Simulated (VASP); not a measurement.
Energy against volume of FeAl (CsCl type). Computed with optB86b-vdW, VASP's PBE PAW potentials (set 64) (plane waves; VASP).

| V (Å³/atom) | E (eV/atom) |
|---|---|
| 10.932 | -4.54359 |
| 11.281 | -4.56443 |
| 11.630 | -4.57093 |
| 11.979 | -4.56520 |
| 12.328 | -4.54905 |

Fit a third-order Birch-Murnaghan equation of state.

| Property | Value |
|---|---|
| volume per atom | 11.63 Å³/atom |
| bulk modulus | 187 GPa |
| pressure derivative of the bulk modulus | 4.33 |
| lattice constant a | 2.855 Å |

Measured: bulk modulus 152 GPa (computed value off by +22.7 %), as given by Yamada et al., (2019), arXiv:1910.09660; a 2.910 Å (computed value off by -1.9 %), as given by Yibo Liu et al., IUCrData (2023), doi:10.1107/s2414314623010659. The calculation is for a static lattice, while the measured bulk modulus, a hold thermal and zero-point effects, which are part of the difference.

The compound is FeAl in the CsCl type structure. It was relaxed first, which changed the volume by -6 %. The run is not spin-polarised, so no magnetic state was tried.
